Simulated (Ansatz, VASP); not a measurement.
# Two plane-wave programs on MgBe2S3

File INCAR:

```
PREC     = Accurate       # precision mode
ENCUT    = 600            # plane-wave cutoff, eV
EDIFF    = 1E-6           # SCF threshold, eV
ISMEAR   = 0              # smearing method
SIGMA    = 0.1            # smearing width, eV
LREAL    = F              # projectors in reciprocal space
LASPH    = T              # aspherical terms in the spheres
NELM     = 100            # most SCF steps
ALGO     = Normal         # electronic algorithm
ISIF     = 3              # what is computed and relaxed
LWAVE    = F              # write WAVECAR
LCHARG   = F              # write CHGCAR
GGA      = PE             # functional
IBRION   = 2              # ionic algorithm
NSW      = 90             # ionic steps
EDIFFG   = -0.04          # ionic threshold
```

KPOINTS

```
Automatic mesh
0
Gamma
  6 6 2
```

The input POSCAR:

```
MgBe2S3
1.0
    3.5705376600      0.0000000000      0.0000000000
    0.0000000000      3.5705376600      0.0000000000
    0.0000000000      0.0000000000      7.8659676500
Mg Be S
1 2 3
Direct
    0.0000000000      0.0000000000      0.0000000000
    0.0000000000      0.5000000000      0.7376120100
    0.5000000000      0.0000000000      0.2623879900
    0.5000000000      0.5000000000      0.0000000000
    0.0000000000      0.5000000000      0.3786259900
    0.5000000000      0.0000000000      0.6213740100
```

Input for Ansatz:

```yaml
crystal:
  lattice:
    - [3.57053766, 0.0, 0.0]
    - [0.0, 3.57053766, 0.0]
    - [0.0, 0.0, 7.86596765]
  atoms:
    - { symbol: Mg, position: [0.0, 0.0, 0.0] }
    - { symbol: Be, position: [0.0, 0.5, 0.73761201] }
    - { symbol: Be, position: [0.5, 0.0, 0.26238799] }
    - { symbol: S, position: [0.5, 0.5, 0.0] }
    - { symbol: S, position: [0.0, 0.5, 0.37862599] }
    - { symbol: S, position: [0.5, 0.0, 0.62137401] }
basis:
  ecutwfc: 420
kpoints:
  mp_grid: { grid: [6, 6, 2] }
hamiltonian:
  xc: pbe
scf:
  occupations: { method: gaussian, width: 0.1 }
  lower_state_search: "off"
output:
  forces: true
  stress: true
  eigenvalues: true
relax:
  adjacent_minimum: "off"
  f_tol: 0.04
  max_steps: 70
  cell: { stress_tol: 0.4 }
```

Change from the starting cell: species swapped into the Zr2CuSb3 type (P-4m2, No. 115).

Alike in both runs: task relaxation of cell and atoms; functional PBE; k mesh 6 × 6 × 2; occupations gaussian, width 0.1 eV; no spin polarisation.

|  | VASP | Ansatz |
| --- | --- | --- |
| version | VASP 6.6.1 | Ansatz 0.2.0 |
| potentials or method | VASP PAW PBE potentials, release 64 (Mg, Be, S) | scalar-relativistic, plane waves, PAW |
| plane-wave cutoff (eV) | 600 | 420 |
| valence electrons in the cell | 24 | 32 |

Ansatz gave:

| Item | Value |
| --- | --- |
| gap on the k mesh at the Fermi level, each at its own relaxed structure (eV) | 1.01 |
| relaxed volume (Å³/atom) | 20.86 |
| relaxed cell length with the largest relative difference (Å) | 11.185 |
| energy change over the relaxation (meV/atom) | -803 |

Q: Which values does VASP return?

A: gap on the k mesh at the Fermi level, each at its own relaxed structure (eV): 1.01; relaxed volume (Å³/atom): 20.35; relaxed cell length with the largest relative difference (Å): 10.918; energy change over the relaxation (meV/atom): -802.

The two sets of potentials don't hold the same shells in valence.

Caveats: the volume moved by over 15 % at a fixed basis, so the end points are rough (VASP). A k mesh can miss the band edges.
